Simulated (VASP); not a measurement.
**Ba: transverse stress against strain**

Ba (bcc, Im-3m, 58.643 Å³/atom and stress up to 0.03 GPa in the relaxed cell, cube axes along x, y and z) under an equal strain ε along x and y, with z held. PBEsol in VASP (plane waves, PAW), 480 eV, 12×12×12 Γ-centred mesh, Methfessel-Paxton smearing 0.10 eV. Against the start cell, which lies near the measured one, the relaxed cell differs by -7.3 % in volume; the values below rest on it. Stress is positive for a compressed cell.

Here s stands for strain and y for stress zz.

```
strain (%)  stress zz (GPa)
----------  ---------------
-3.00                     ?
-1.50                  0.19
-1.00                  0.12
-0.50                  0.04
0.00                  -0.03
0.50                  -0.10
1.00                  -0.16
1.50                  -0.23
```

Q: Using a straight line, estimate the missing y at s = -3.00 from the other rows, showing the fit.

A: Means: s 0, y -0.024. About the means, the sum of products is -0.98000 and the sum of squares of s is 7.0000; the slope is their ratio. Least squares gives y = -0.024 - 0.1400·s. Residuals (row less fit): 0.004, 0.004, -0.006, -0.006, -0.006, 0.004, 0.004; standard error 0.006 (degrees of freedom: 5). The slope gives the elastic constant 2C12 = about 14 GPa. At the withheld row, y = -0.024 - 0.1400 × (-3.0) = 0.396 GPa. The calculation gives 0.45 GPa, 0.054 GPa above the prediction (7.9 % of the range of y in the table). The row lies outside the fitted rows, so this is an extrapolation. The scatter of the fitted rows lies at the last printed digit.

A polynomial of degree 2 through the 12 other runs of the series gives 0.44 there, so most of the miss is curvature that the fit leaves out. In a metal these values are sensitive to mesh and smearing; energies are taken to zero smearing, stresses follow the free energy. Rows are the converged runs of the series near zero and its far end, less any whose ions stayed unrelaxed beside relaxed ones; series whose fitted rows scatter by over a few per cent of the range, as at a crossing or softening among them, aren't shown in this form. Most that stay on the fit to the last digits aren't either.
